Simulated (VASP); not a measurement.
Computed with PBEsol GGA, VASP's PBE PAW potentials (set 64) (plane waves; VASP).

A VASP calculation is set up with these files.

POSCAR:
```
Bi2Se3
1.0
  4.1062769818   0.0000000000   0.0000000000
 -2.0531384909   3.5561405352   0.0000000000
  0.0000000000   0.0000000000  22.8976649340
Bi Se
2 3
Cartesian
 -0.0000020531   2.3707615422   9.5345828402
  2.0531384909   3.5561405352  13.3630820938
  2.0531384909   3.5561405352   7.9675630170
  2.0531405440   1.1853789930  11.4488324670
 -0.0000020531   2.3707615422  14.9301019170
```

KPOINTS:
```
Automatic mesh
0
Gamma
6 6 1
0 0 0
```

### INCAR
```
! general
SYSTEM  = Bi2Se3
PREC    = Accurate
ENCUT   = 400   ! plane-wave cut-off (eV)
LREAL   = .FALSE.   ! projection in real space or not
LASPH   = .TRUE.   ! aspherical one-centre terms

! electronic loop
EDIFF   = 1E-6
NELM    = 100
ALGO    = Normal
LMAXMIX = 4

! smearing
ISMEAR  = 0   ! Gaussian
SIGMA   = 0.05   ! width (eV)

! functional
GGA     = PS

! ions
IBRION  = 2
NSW     = 60   ! most ionic steps
ISIF    = 4   ! ions and shape, fixed volume
EDIFFG  = -0.02   ! ionic stop

! output
LWAVE   = .FALSE.
LCHARG  = .FALSE.
```

POTCAR, in this order: Bi_d Se (PBE.64 set). Program: vasp_std.

The cell holds a wide vacuum, so values per volume refer to the whole cell.

### Question
Predict the energy per atom (σ→0).

### Answer

```
Property                       Result
---------------------  --------------
energy per atom (σ→0)  -4.390 eV/atom
```

OSZICAR:
```
...
       N       E                     dE             d eps       ncg     rms          rms(c)
DAV:   1    -0.219485222311E+02    0.21470E-03   -0.20532E-01   416   0.243E+00    0.106E-01
DAV:   2    -0.219490480654E+02   -0.52583E-03   -0.94073E-03   592   0.838E-01    0.609E-02
DAV:   3    -0.219489910495E+02    0.57016E-04   -0.29541E-04   472   0.125E-01    0.363E-02
DAV:   4    -0.219489562106E+02    0.34839E-04   -0.78957E-05   556   0.709E-02    0.127E-02
DAV:   5    -0.219489488545E+02    0.73561E-05   -0.26058E-05   600   0.414E-02    0.423E-03
DAV:   6    -0.219489489526E+02   -0.98172E-07   -0.30423E-06   336   0.156E-02
   3 F= -.21948949E+02 E0= -.21948949E+02  d E =-.346355E-03
```

The cell is a sheet with vacuum, built from a generated structure.
